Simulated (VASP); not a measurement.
Here is the system:

```xyz
3
Lattice="0.0000 2.7268 2.7268 2.7268 0.0000 2.7268 2.7268 2.7268 0.0000" Properties=species:S:1:pos:R:3 pbc="T T T"
Ca     2.7268     2.7268     5.4536
F      1.3634     1.3634     1.3634
F      4.0902     4.0902     4.0902
```

The numbers are results of r2SCAN meta-GGA, VASP's PBE PAW potentials (set 64) (plane waves; VASP), not measurements. Run with 600 eV cut-off, 6×6×6 Γ-centred mesh, Gaussian smearing of 0.050 eV, potentials Ca_sv F.

Each row applies one change to this cell, which was relaxed at other settings and keeps the small stress of the first row; at a fixed cut-off the stress holds a Pulay part, so it need not integrate to ΔE exactly. Stress is in GPa, positive when the cell is compressed; gaps are those on the k-mesh, and 0.00 means metallic.

```json
[
 {"change": "none", "ΔE (meV/atom)": "0.0", "σxx": "-0.25", "σyy": "-0.25", "σzz": "-0.25", "largest shear component, with its sign (GPa)": "0.00", "largest force (eV/Å)": "0.000", "gap (eV)": "7.98"},
 {"change": "shear strain γ_yz = +1.0 % with the ions relaxed", "ΔE (meV/atom)": "0.1", "σxx": "-0.25", "σyy": "-0.25", "σzz": "-0.25", "largest shear component, with its sign (GPa)": "-0.36", "largest force (eV/Å)": "0.000", "gap (eV)": "7.98"},
 {"change": "isotropic strain of +4.0 %", "ΔE (meV/atom)": "45.4", "σxx": "-8.37", "σyy": "-8.37", "σzz": "-8.37", "largest shear component, with its sign (GPa)": "0.00", "largest force (eV/Å)": "0.000", "gap (eV)": "7.31"},
 {"change": "atom 1 (Ca) moved by 0.050 Å along y", "ΔE (meV/atom)": "2.1", "σxx": "-0.14", "σyy": "-0.21", "σzz": "-0.14", "largest shear component, with its sign (GPa)": "0.00", "largest force (eV/Å)": "0.263", "gap (eV)": "7.97"},
 {"change": "atom 1 (Ca) moved by 0.025 Å along y", "ΔE (meV/atom)": "0.5", "σxx": "-0.22", "σyy": "-0.24", "σzz": "-0.22", "largest shear component, with its sign (GPa)": "0.00", "largest force (eV/Å)": "0.130", "gap (eV)": "7.98"},
 {"change": "atom 2 (F) moved by 0.050 Å along x", "ΔE (meV/atom)": "2.1", "σxx": "-0.15", "σyy": "-0.21", "σzz": "-0.21", "largest shear component, with its sign (GPa)": "-0.61", "largest force (eV/Å)": "0.256", "gap (eV)": "7.97"},
 {"change": "biaxial strain of +0.5 % in the xz plane", "ΔE (meV/atom)": "0.2", "σxx": "-1.34", "σyy": "-0.74", "σzz": "-1.34", "largest shear component, with its sign (GPa)": "0.00", "largest force (eV/Å)": "0.000", "gap (eV)": "7.90"},
 {"change": "atom 1 (Ca) moved by 0.100 Å along x", "ΔE (meV/atom)": "8.8", "σxx": "0.01", "σyy": "0.29", "σzz": "0.29", "largest shear component, with its sign (GPa)": "0.00", "largest force (eV/Å)": "0.532", "gap (eV)": "7.96"},
 {"change": "isotropic strain of -1.5 %", "ΔE (meV/atom)": "8.9", "σxx": "4.26", "σyy": "4.26", "σzz": "4.26", "largest shear component, with its sign (GPa)": "0.00", "largest force (eV/Å)": "0.000", "gap (eV)": "8.25"}
]
```

Failed runs are left out, and for metals the shear rows, which the mesh's noise covers.

The compound is CaF2 in the fluorite structure.
